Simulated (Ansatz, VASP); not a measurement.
# Sn2TeSe (CuAu-ordered zincblende type (invented)): VASP beside Ansatz

Wanted: the spread between two codes on one cell, functional and k mesh. The cell is generated by rule, not measured, and may not be a known phase. Of the first pair: The two relaxations start from unlike cells of this crystal (the structure described is Ansatz's start), so only their ends are compared.

Program: Ansatz 0.2.0. Level of theory: plane waves, with VASP 6.6.1 beside it; relaxation of cell and atoms at LDA. Results are calculated unless marked as measured.

### Step 1. The starting structure

It takes space group P-4m2 (No. 115, tetragonal). Conventional cell: a = 4.425 Å, b = 4.425 Å, c = 6.258 Å, α = 90.00°, β = 90.00°, γ = 90.00°. Nearest to Se lie 4 Sn at 2.71 Å. Nearest to Te lie 4 Sn at 2.71 Å. Sn has 2 Se at 2.71 Å and 2 Te at 2.71 Å nearest. Farther neighbours and most contacts between anions are not listed.

Coordinates:

```cif
data_structure
_symmetry_space_group_name_H-M 'P 1'
_symmetry_Int_Tables_number 1
_cell_length_a 4.4254
_cell_length_b 4.4254
_cell_length_c 6.2585
_cell_angle_alpha 90.000
_cell_angle_beta 90.000
_cell_angle_gamma 90.000
_cell_volume 122.57
loop_
_atom_site_label
_atom_site_type_symbol
_atom_site_fract_x
_atom_site_fract_y
_atom_site_fract_z
_atom_site_occupancy
Se1 Se 0.00000 0.00000 0.00000 1
Te2 Te 0.50000 0.50000 0.50000 1
Sn3 Sn 0.00000 0.50000 0.25000 1
Sn4 Sn 0.50000 0.00000 0.75000 1
```

### Step 2. VASP: relaxation of cell and atoms, LDA, pair 1

The relaxed volume is the usual yardstick between codes: in a stiff, nearly cubic crystal its relative difference is about their pressure difference at one cell divided by the bulk modulus.

Lines of VASP's logs that name or quote its potential files are left out, and so is its time.

Input file INCAR:

```
SYSTEM = Sn2TeSe
PREC = Accurate
ENCUT = 500
EDIFF = 1E-07
NELM = 120
ISMEAR = 0
SIGMA = 0.1
LREAL = .FALSE.
ALGO = Normal
GGA = PW92
NBANDS = 26
LORBIT = 11
LWAVE = .FALSE.
LCHARG = .FALSE.
ISIF = 3
IBRION = 2
NSW = 80
EDIFFG = -0.005
LASPH = .TRUE.
GGA_COMPAT = .FALSE.
NELMIN = 4
KPAR = 2
```

Input file POSCAR:

```
Sn2TeSe
1.0
    5.4255280018      0.0000000000      0.0000000000
    0.0000000000      5.4255280018      0.0000000000
    0.0000000000      0.0000000000      4.0196942760
Se Te Sn
1 1 2
Direct
    0.0000000000      0.0000000000      0.0000000000
    0.5000000000      0.5000000000      0.5000000000
    0.0000000000      0.5000000000      0.1660423303
    0.5000000000      0.0000000000      0.8339576697
```

Input file KPOINTS:

```
Automatic mesh
0
Gamma
4 4 4
0 0 0
```

PAW data sets: Se, Te and Sn_d (LDA family, release 64).

Started as:

```bash
mpirun -np 2 vasp_std
```

Numbers of over 12 decimals in the logs are rounded to 6 here.

The program printed:

```text
[banner, memory and clock lines left out]
running    2 mpi-ranks, on    1 nodes
 distrk:  each k-point on    1 cores,    2 groups
 distr:  one band on    1 cores,    1 groups

 POSCAR found type information on POSCAR SeTeSn
 POSCAR found :  3 types and       4 ions
|                                                                             |
|               ----> ADVICE to this user running VASP <----                  |
|                                                                             |
|     You enforced a specific xc type in the INCAR file but a different       |
|     [... a line on the potential file left out ...]
|     I HOPE YOU KNOW WHAT YOU ARE DOING!                                     |
|                                                                             |

 LDA part: xc-table for (Slater(with rela. corr.)+PW92), standard interpolation
 POSCAR, INCAR and KPOINTS ok, starting setup
 FFT: planning ... GRIDC
 FFT: planning ... GRID_SOFT
 FFT: planning ... GRID
 WAVECAR not read
 entering main loop
       N       E                     dE             d eps       ncg     rms          rms(c)
DAV:   1     0.326803152970E+03    0.32680E+03   -0.18828E+04   936   0.184E+03
DAV:   2     0.252819972762E+02   -0.30152E+03   -0.29655E+03   960   0.440E+02
DAV:   3    -0.157879486810E+02   -0.41070E+02   -0.40073E+02  1214   0.152E+02
DAV:   4    -0.176654042053E+02   -0.18775E+01   -0.18654E+01  1028   0.333E+01
DAV:   5    -0.177229382472E+02   -0.57534E-01   -0.57512E-01  1272   0.629E+00    0.672E+00
DAV:   6    -0.174064581875E+02    0.31648E+00   -0.85121E-01  1122   0.487E+00    0.445E+00
DAV:   7    -0.173976030658E+02    0.88551E-02   -0.19438E-01  1134   0.188E+00    0.183E+00
DAV:   8    -0.173934157412E+02    0.41873E-02   -0.16560E-02  1026   0.861E-01    0.222E-01
DAV:   9    -0.173932095941E+02    0.20615E-03   -0.17513E-03  1092   0.241E-01    0.106E-01
DAV:  10    -0.173932370413E+02   -0.27447E-04   -0.33039E-04  1216   0.920E-02    0.290E-02
DAV:  11    -0.173932337594E+02    0.32819E-05   -0.42776E-05  1056   0.385E-02    0.163E-02
DAV:  12    -0.173932338882E+02   -0.12882E-06   -0.90831E-06   960   0.138E-02    0.651E-03
DAV:  13    -0.173932337991E+02    0.89056E-07   -0.99962E-07   892   0.545E-03
   1 F= -.17393234E+02 E0= -.17389964E+02  d E =-.173932E+02
[...]
2 F= -.17393289E+02 E0= -.17390028E+02  d E =-.553057E-04
[...]
3 F= -.17393293E+02 E0= -.17390029E+02  d E =-.587622E-04
[...]
4 F= -.17393293E+02 E0= -.17390030E+02  d E =-.587265E-04
[...]
5 F= -.17393307E+02 E0= -.17390048E+02  d E =-.147349E-04
 trial-energy change:   -0.000015  1 .order   -0.000015   -0.000017   -0.000012
 step:   3.1712(harm=  3.1712)  dis= 0.00096  next Energy=   -17.393321 (dE=-0.286E-04)
 bond charge predicted
       N       E                     dE             d eps       ncg     rms          rms(c)
DAV:   1    -0.173937468342E+02   -0.43958E-03   -0.16605E-02  1258   0.106E+00    0.108E-01
DAV:   2    -0.173934339635E+02    0.31287E-03   -0.83012E-04  1140   0.324E-01    0.561E-02
DAV:   3    -0.173933263121E+02    0.10765E-03   -0.36579E-04  1144   0.207E-01    0.150E-02
DAV:   4    -0.173933239971E+02    0.23150E-05   -0.47283E-05   984   0.584E-02    0.693E-03
DAV:   5    -0.173933234893E+02    0.50773E-06   -0.48054E-06  1170   0.158E-02    0.480E-03
DAV:   6    -0.173933235062E+02   -0.16842E-07   -0.81182E-07  1030   0.687E-03
   6 F= -.17393324E+02 E0= -.17390069E+02  d E =-.309806E-04
 curvature:  -1.87 expect dE=-0.192E-05 dE for cont linesearch -0.176E-07
 trial: gam= 0.00422 g(F)=  0.844E-06 g(S)=  0.185E-06 ort = 0.448E-06 (trialstep = 0.141E+01)
 search vector abs. value=  0.103E-05
 reached required accuracy - stopping structural energy minimisation
```

From OUTCAR (step 2):

```text
ion  position               nearest neighbor table
   1  0.000  0.000  0.000-   3 2.79   4 2.79   3 2.79   4 2.79
   2  0.500  0.500  0.500-   3 3.03   4 3.03   4 3.03   3 3.03
   3  0.000  0.500  0.166-   1 2.79   1 2.79   2 3.03   2 3.03
   4  0.500  0.000  0.834-   1 2.79   1 2.79   2 3.03   2 3.03

  LATTYP: Found a simple tetragonal cell.
 ALAT       =     5.4255280018
 C/A-ratio  =     0.7408853617

 Subroutine GETGRP returns: Found  8 space group operations
 (whereof  8 operations were pure point group operations)

The static configuration has the point symmetry D_2d.

 Found     18 irreducible k-points:

   k-points           NKPTS =     18   k-points in BZ     NKDIM =     18   number of bands    NBANDS=     26

   dimension x,y,z NGX =    40 NGY =   40 NGZ =   30
   dimension x,y,z NGXF=    80 NGYF=   80 NGZF=   60

   ENCUT  =  500.0 eV  36.75 Ry    6.06 a.u.   9.89  9.89  7.33*2*pi/ulx,y,z

   NELECT =      40.0000    total number of electrons

 k-points in reciprocal lattice and weights: Automatic mesh
   0.00000000  0.00000000  0.00000000       0.016
   0.25000000  0.00000000  0.00000000       0.062
   0.50000000  0.00000000  0.00000000       0.031
   0.25000000  0.25000000  0.00000000       0.062
   0.50000000  0.25000000  0.00000000       0.062
   0.50000000  0.50000000  0.00000000       0.016
   0.00000000  0.00000000  0.25000000       0.031
   0.25000000  0.00000000  0.25000000       0.125
   0.50000000  0.00000000  0.25000000       0.062
[...]
0.50000000  0.25000000  0.50000000       0.062
   0.50000000  0.50000000  0.50000000       0.016

 average (electrostatic) potential at core
       1 -58.6557       2 -89.3189       3-101.0861       4-101.0861

 E-fermi :   6.1243

 k-point     1 :       0.0000    0.0000    0.0000
  band No.  band energies     occupation
    ...
     16       0.8239      2.00000
     17       3.0977      2.00000
     18       3.0977      2.00000
     19       4.2848      2.00000
     20       5.4142      2.00000
     21       6.9598      0.00000
     22       9.1799      0.00000
     23       9.7947      0.00000
     24       9.9649      0.00000
     25       9.9649      0.00000
    ...

 k-point     2 :       0.2500    0.0000    0.0000
  band No.  band energies     occupation
    ...
     16       2.1516      2.00000
     17       2.6197      2.00000
     18       4.5122      2.00000
     19       4.6799      2.00000
     20       5.1512      2.00000
     21       7.3009      0.00000
     22       8.2458      0.00000
     23       9.7107      0.00000
     24       9.7126      0.00000
     25      10.4307      0.00000
    ...

 k-point     3 :       0.5000    0.0000    0.0000
  band No.  band energies     occupation
    ...
     16       1.9202      2.00000
     17       4.0229      2.00000
     18       4.1552      2.00000
     19       5.3644      2.00000
     20       5.7431      2.00000
     21       7.8890      0.00000
     22       8.0564      0.00000
     23       8.5603      0.00000
     24       8.7881      0.00000
     25      10.1702      0.00000
    ...

  Total       -0.0021394     -0.0021394      0.0024890      0.0000000      0.0000000      0.0000000
  in kB       -0.0289628     -0.0289628      0.0336957      0.0000000      0.0000000      0.0000000
  external PRESSURE =      -0.0080766 kB  Pullay stress =       0.0000000 kB

  energy-cutoff  :      500.00
  volume of cell :      118.35
      direct lattice vectors                 reciprocal lattice vectors
     5.430412622  0.000000000  0.000000000     0.184148069  0.000000000  0.000000000
     0.000000000  5.430412622 -0.000000000     0.000000000  0.184148069  0.000000000
     0.000000000 -0.000000000  4.013175087     0.000000000  0.000000000  0.249179260

 POSITION                                       TOTAL-FORCE (eV/Angst)
 -----------------------------------------------------------------------------------
      0.00000      5.43041     -0.00000         0.000000     -0.000000      0.000000
      2.71521      2.71521      2.00659         0.000000     -0.000000      0.000000
      0.00000      2.71521      0.66752         0.000000     -0.000000      0.002957
      2.71521      5.43041      3.34566         0.000000      0.000000     -0.002957
 -----------------------------------------------------------------------------------
    total drift:                               -0.000000      0.000000      0.000000

  FREE ENERGIE OF THE ION-ELECTRON SYSTEM (eV)
  ---------------------------------------------------
  free  energy   TOTEN  =       -17.3933235062 eV

  energy  without entropy=      -17.3868136525  energy(sigma->0) =      -17.39006858

 reached required accuracy - stopping structural energy minimisation

 total charge
# of ion       s       p       d       tot
------------------------------------------
    1        1.495   2.288   0.032   3.814
    2        1.404   1.963   0.032   3.399
    3        1.354   0.791   9.987  12.132
    4        1.354   0.791   9.987  12.132
--------------------------------------------------
tot          5.607   5.833  20.037  31.477

[... 3 further parts left out ...]
```

CONTCAR:

```
Sn2TeSe
   1.00000000000000
     5.4304126217943436    0.0000000000000000    0.0000000000000000
     0.0000000000000000    5.4304126217943436   -0.0000000000000000
     0.0000000000000000   -0.0000000000000000    4.0131750866806577
  Se              Te              Sn
     1     1     2
Direct
     0.0000000000000000    1.0000000000000000    0.0000000000000000
     0.5000000000000000    0.5000000000000000    0.5000000000000000
     0.0000000000000000    0.5000000000000000    0.1663317866998426
     0.5000000000000000    1.0000000000000000    0.8336682133001574
```

The k-mesh is coarse for a metal.

### Step 3. Ansatz: relaxation of cell and atoms, LDA, pair 1

Ansatz runs on its default PAW (the set named soft_2) files.

Its own start cell and the same functional (in two slightly different forms), mesh and smearing now go to Ansatz, which takes its cutoff from its data sets.

Input file input.yaml:

```yaml
crystal:
  lattice:
    - [4.42541, 0.0, 0.0]
    - [0.0, 4.42541, 0.0]
    - [0.0, 0.0, 6.25848]
  atoms:
    - { symbol: Se, position: [0.0, 0.0, 0.0] }
    - { symbol: Te, position: [0.5, 0.5, 0.5] }
    - { symbol: Sn, position: [0.0, 0.5, 0.25] }
    - { symbol: Sn, position: [0.5, 0.0, 0.75] }
kpoints:
  mp_grid: { grid: [4, 4, 4] }
hamiltonian:
  xc: lda
scf:
  occupations: { method: gaussian, width: 0.1 }
output:
  forces: true
  stress: true
  eigenvalues: true
relax:
  adjacent_minimum: "off"
  f_tol: 0.05
  max_steps: 80
  cell: { stress_tol: 0.5 }
```

Started as:

```bash
ansatz run input.yaml --threads 2 --pin off --max-ram 5120MiB --backend cpu --events-out ev --progress --plain --runs-dir out
```

The program printed:

```text
The last accepted step is kept in <dir> (removed where the run ends without a failure and the disk answers)
Engine: ansatz 0.2.0, aarch64-unknown-linux-gnu
Pseudopotentials: kind: paw
Pseudopotential: Se, paw, valence charge 16, recommended cutoff 420 eV (normal), Se.paw.azcp
Pseudopotential: Te, paw, valence charge 16, recommended cutoff 420 eV (normal), Te.paw.azcp
Pseudopotential: Sn, paw, valence charge 14, recommended cutoff 420 eV (normal), Sn.paw.azcp
Functional definition: SPW92
  exchange = slater_x
  correlation = pw_c
Crystal: 4 atoms, lattice volume = 122.568 Å³
Basis set: ecut = 420 eV, 2429 PW (Γ)
Bands: 36, of which v1, the nominal top of the filled ones, is band 30 counted from 1 (29 counted from 0)
Symmetry: 8 space group operations
Space group: P-4m2 (ITA 115), of the structure as read, at distance tolerance 5.0e-5 Å
k-points: 18 of 64 (time reversal used)
Non-local potential: Se, projectors of the file, l = 0: 2, l = 1: 2, l = 2: 3, l = 3: 1
Non-local potential: Te, projectors of the file, l = 0: 2, l = 1: 2, l = 2: 2, l = 3: 2
Non-local potential: Sn, projectors of the file, l = 0: 2, l = 1: 2, l = 2: 2, l = 3: 2
PAW form: soft (Blöchl's): semilocal exchange-correlation on the pseudo side does not see the compensation charge
PAW frozen core: Se, regenerated for the run's functional, and the local potential with it (the file was generated under x = pbe(κ = 0.804, μ = 0.219515), c = pbe(β = 0.066725))
PAW frozen core: Te, regenerated for the run's functional, and the local potential with it (the file was generated under x = pbe(κ = 0.804, μ = 0.219515), c = pbe(β = 0.066725))
PAW frozen core: Sn, regenerated for the run's functional, and the local potential with it (the file was generated under x = pbe(κ = 0.804, μ = 0.219515), c = pbe(β = 0.066725))
PAW one-centre angular grid: Se, 590 points (default); XC on 64 Gauss nodes
PAW one-centre angular grid: Te, 590 points (default); XC on 64 Gauss nodes
PAW one-centre angular grid: Sn, 590 points (default); XC on 64 Gauss nodes
Initial density: superposition of atomic densities (neutral atoms: chi_scale 0, normalization atom), corrected by the library's trained network
Initial wavefunctions: pseudopotential atomic-orbital guess
Functional: x = slater, c = lda
SCF iter   1: F=—  HF=-23968.300837 eV  |F-HF|=—  |Δ(HF+E_count)|=         —  Δρ=5.94e-3  dr2=3.45e-2  ethr=1.77e-3  ⟨swp⟩=6.8  Hψ=2990  notcnv=0
preconditioner: auto → LDOS  [metal: Δε(μ)=0.009 eV  Ē_g=16.499 eV  σ=0.100 eV  W_gap=0.05  n_scr=28 (ndim 8)  ℏωp=21.2 eV  f_vac=0.076  D(μ)=3.47/eV (n_scr^D=28)  β→1.0]
SCF iter   2: F=—  HF=-23968.294938 eV  |F-HF|=—  |Δ(HF+E_count)|=   5.90e-3  Δρ=2.57e-3  dr2=9.57e-3  ethr=5.75e-5  ⟨swp⟩=2.0  Hψ=1240  notcnv=0  defer=22
SCF iter   3: F=—  HF=-23968.290077 eV  |F-HF|=—  |Δ(HF+E_count)|=   4.86e-3  Δρ=1.06e-3  dr2=1.90e-3  ethr=1.60e-5  ⟨swp⟩=2.1  Hψ=988  notcnv=0  defer=22
SCF iter   4: F=—  HF=-23968.289631 eV  |F-HF|=—  |Δ(HF+E_count)|=   4.46e-4  Δρ=3.83e-4  dr2=1.86e-4  ethr=3.16e-6  ⟨swp⟩=2.0  Hψ=983  notcnv=0  defer=22
SCF iter   5: F=—  HF=-23968.289567 eV  |F-HF|=—  |Δ(HF+E_count)|=   6.39e-5  Δρ=9.57e-5  dr2=3.15e-5  ethr=3.10e-7  ⟨swp⟩=2.0  Hψ=987  notcnv=0  defer=22
SCF iter   6: F=—  HF=-23968.289560 eV  |F-HF|=—  |Δ(HF+E_count)|=   6.95e-6  Δρ=1.84e-5  dr2=1.23e-6  ethr=5.25e-8  ⟨swp⟩=2.0  Hψ=986  notcnv=0  defer=22
SCF iter   7: F=—  HF=-23968.289560 eV  |F-HF|=—  |Δ(HF+E_count)|=   1.18e-7  Δρ=6.20e-6  dr2=1.06e-7  ethr=2.05e-9  ⟨swp⟩=2.0  Hψ=726  notcnv=0  defer=22
SCF iter   8: F=-23968.289560 eV  HF=-23968.289560 eV  |F-HF|=5.11e-9  |Δ(HF+E_count)|=   2.25e-8  Δρ=1.30e-6  dr2=6.21e-9  ethr=1.67e-10  ⟨swp⟩=9.3  Hψ=2853  notcnv=0
SCF 1 converged in 8 iterations: F = -23968.289560 eV  dr2 = 6.21e-9
  greatest PAW one-centre occupation: 1.000 electrons in one spin orbital (limit 2), on the Se atom at site 0 (counted from 0), in its partial waves of l = 2
relax step   1: F+E_penalty+E_count = -23968.28956017 eV  Δ(F+E_penalty+E_count) = +0.000e0 eV  max|allowed force component| = 1.339e0 eV/Å  Δτ_max = 0.0000 Å  P = +11.918 GPa  Ω = 122.568 Å³  (8 SCF iters, dr2 threshold 1.00e-7 eV, accepted)
[...]
relax step   2: F+E_penalty+E_count = -23969.32822632 eV  Δ(F+E_penalty+E_count) = -1.039e0 eV  max|allowed force component| = 7.158e-2 eV/Å  Δτ_max = 0.1528 Å  P = +3.725 GPa  Ω = 140.345 Å³  energy of the carried Pulay correction = -3.969e-3 eV  (7 SCF iters, dr2 threshold 4.00e-7 eV, accepted)
[...]
relax step   3: F+E_penalty+E_count = -23969.46622507 eV  Δ(F+E_penalty+E_count) = -1.380e-1 eV  max|allowed force component| = 1.013e-1 eV/Å  Δτ_max = 0.0123 Å  P = +0.585 GPa  Ω = 151.513 Å³  energy of the carried Pulay correction = -6.201e-3 eV  (6 SCF iters, dr2 threshold 4.00e-7 eV, accepted)
[...]
relax step   4: F+E_penalty+E_count = -23969.47280808 eV  Δ(F+E_penalty+E_count) = -6.583e-3 eV  max|allowed force component| = 2.790e-2 eV/Å  Δτ_max = 0.0150 Å  P = +0.121 GPa  Ω = 153.706 Å³  energy of the carried Pulay correction = -6.618e-3 eV  (5 SCF iters, dr2 threshold 4.00e-7 eV, accepted)
[...]
relax step   5: F+E_penalty+E_count = -23969.47782725 eV  Δ(F+E_penalty+E_count) = -5.019e-3 eV  max|allowed force component| = 2.866e-2 eV/Å  Δτ_max = 0.0000 Å  P = +0.116 GPa  Ω = 153.706 Å³  stress off target by 1.61e-1 GPa  SCF on the basis re-selected at this cell (its energy is not comparable with the rows above)  (5 SCF iters)
basis re-selected at this cell: Δ(F+E_penalty+E_count) = -5.019e-3 eV, ΔP = -0.005 GPa vs the last step (what re-selecting the basis moved, of the pressure what is left beyond the Pulay correction that the steps carried, after the strain that the cell walked since its last selection, with what the two solves' SCF thresholds leave and, on support functions, any second-order correction that the steps lacked; it is no measure of the basis error at this ecutwfc). The dense FFT grid was sized anew with the basis: this SCF ran on 32×32×48 points, the steps before it on 30×30×45, so part of this shift can come from that change (see relax.cell in the input reference). [rest of the remark cut]
SCF converged after 5 iterations
Free energy (F): -23969.477827 eV
Harris-Foulkes:  -23969.477827 eV  (|F-HF|=6.15e-10)
Internal energy: -23969.470664 eV  (E = F + TS)
E sigma→0 (E₀):  -23969.474246 eV
Entropy (-TS):   -0.007163 eV (-1.791 meV/atom)
Fermi energy:    6.033990 eV
--- Per-component energies (eV) ---
  E_band       = -1032.922659
  E_kinetic    = 673.226800
  E_local      = -6944.103310  (includes V_loc(G=0)·N_el)
  E_nonlocal   = -950.978819
  E_hartree    = 3728.035009
  E_xc         = -985.926648
  E_vxc        = -400.297771  (∫ρ·V_xc dr)
  E_paw        = -14318.965996  (= ΣΔE_a)
  E_vpaw       = -866.840833  (= ΣTr[D̂ρ^β])
  E_aug_tail   = -0.000785  (compensation charges beyond the density's cutoff)
  E_ewald      = -5174.502735
  E_core_change = 3.745820  (= ΣΔE_core)
  E_smearing   = -0.007163  (= −TS)
  E_closure    = 0.000000  (closes the sum)
  Σ components = -23969.477827   (vs F -23969.477827, Δ=0.00e0)
--- Forces (eV/Å), atoms counted from 1 ---
  atom   1  Se    -0.00000000     0.00000000     0.00000000
  atom   2  Te    -0.00000000     0.00000000     0.00000000
  atom   3  Sn     0.00000000    -0.00000000    -0.02866278
  atom   4  Sn     0.00000000    -0.00000000     0.02866278
  max |Σ_I F_I| component: 2.15e-16 eV/Å
--- Stress (GPa, compression-positive) ---
        0.161173       0.000000      -0.000000
        0.000000       0.161173      -0.000000
       -0.000000      -0.000000       0.024448
  P = ⅓ Tr σ = 0.1156 GPa (1.156 kbar)
--- Band table (eV; the first three rows and the last of 18) ---
  k-point 0: bands = [... 26 lower, 3.6612, 3.7673, 3.7673, 5.1550, 5.8270, 7.1663, 7.1663, 7.2276, ... 2 higher]
  k-point 1: bands = [... 26 lower, 3.5184, 3.5184, 4.1767, 5.1639, 5.9295, 6.8545, 7.6235, 7.6235, ... 2 higher]
  k-point 2: bands = [... 26 lower, 3.2420, 3.2420, 4.7987, 5.0541, 6.0915, 6.4565, 8.4542, 8.4542, ... 2 higher]
  k-point 17: bands = [... 26 lower, 1.9919, 2.0986, 6.1104, 6.1104, 7.5102, 7.5412, 7.9825, 8.1368, ... 2 higher]
--- Relaxed structure (4 steps of the walk, 4 accepted, 1 SCFs on fresh bases) ---
  F+E_penalty+E_count = -23969.47782725 eV   max|allowed force component| = 2.866e-2 eV/Å   (the final SCF, on the basis selected at the relaxed cell)
  cell:  # Å, volume = 153.7057 Å³
    - [4.773909, 0, 0]
    - [0, 4.773909, 0.0]
    - [0, 0.0, 6.744377]
  atoms:
    - { symbol: Se, position: [0, 0, 1.385898393840683e-19] }
    - { symbol: Te, position: [0.5, 0.5, 0.5] }
    - { symbol: Sn, position: [0, 0.5, 0.225169] }
    - { symbol: Sn, position: [0.5, 0, 0.774831] }
```

(Part 1 of 2 ends here.)

[Lines on the potential files, build, host, timing and source positions are cut from VASP's logs without a mark.]

[Logs are printed without paths, hosts, clocks, repeated set-up lines and the standing remarks that a program may print on its own settings, such as how far it seeks lower states.]

[Hosts, paths, dates, database ids (printed as entryN), source tags and the programs' standing remarks are cut or masked in the printed files.]
